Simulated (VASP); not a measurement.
Input:

```
Cu3N
1.0
    3.83001     0.00000     0.00000
    0.00000     3.83001     0.00000
    0.00000     0.00000     3.83001
Cu N
3 1
Direct
  0.00000   0.00000   0.50000
  0.50000   0.00000   0.00000
  0.00000   0.50000   0.00000
  0.00000   0.00000   0.00000
```

These are PBE GGA, VASP's PBE PAW potentials (set 64) (plane waves; VASP) values and carry that method's errors. Numerical set-up: 500 eV cut-off, 5×5×5 Γ-centred mesh, Gaussian smearing of 0.050 eV, potentials Cu N.

### Question
Estimate the energy per atom (σ→0).

### Answer

| Property | Result |
|---|---|
| energy per atom (σ→0) | -443.9 kJ/mol of atoms |

Only differences to runs with the same potentials and settings are physical.

The structure comes from a computed database's Cu3N entry (Pm-3m); how it stands against other phases isn't given here. It was relaxed first.
